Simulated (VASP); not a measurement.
```xyz
2
Lattice="0.0000 1.7420 1.7420 1.7420 0.0000 1.7420 1.7420 1.7420 0.0000" Properties=species:S:1:pos:R:3 pbc="T T T"
C      0.0000     0.0000     0.0000
C      0.8710     0.8710     0.8710
```

All values below come from PBEsol GGA, VASP's PBE PAW potentials (set 64) (plane waves; VASP). Numerical set-up: 520 eV cut-off, 13×13×13 Γ-centred mesh, Gaussian smearing of 0.050 eV, potentials C.

Task: Give the stress tensor in GPa (positive for a compressed cell).

Result: 
```
31.23   0.00   0.00
 0.00  31.23   0.00
 0.00   0.00  31.23
```
The pressure is its mean diagonal, 31.23 GPa.

The compound is C in the diamond structure. This cell is one point of a volume scan, at 0.94 of the reference volume.
